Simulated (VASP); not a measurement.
Given:

```
CELL_PARAMETERS angstrom
      0.00000     2.06211     2.06211
      2.06211     0.00000     2.06211
      2.06211     2.06211     0.00000
ATOMIC_POSITIONS crystal
  Ti 0.00000 0.00000 0.00000
  N  0.50000 0.50000 0.50000
```

Level of theory: PBEsol GGA, VASP's PBE PAW potentials (set 64) (plane waves; VASP). Run with 620 eV cut-off, 15×15×15 Γ-centred mesh, first-order Methfessel-Paxton smearing of 0.10 eV, potentials Ti_sv N.

**Question.** What does the run give for the energy per atom (σ→0), pressure, band gap (on the k-mesh) with the smallest direct gap where there is one?

**Answer.** 
The band gap (on the k-mesh) comes out as none (metal, semimetal or under 0.01 eV) and the energy per atom (σ→0) is -10359 meV/atom. The pressure is 19.76 GPa.

Total energies compare only between runs with the same potentials, cut-off and functional.

The compound is TiN in the rock salt structure. It was relaxed first under an external pressure of 20 GPa. The electron count is odd and the run is not spin-polarised, which forces a metal.
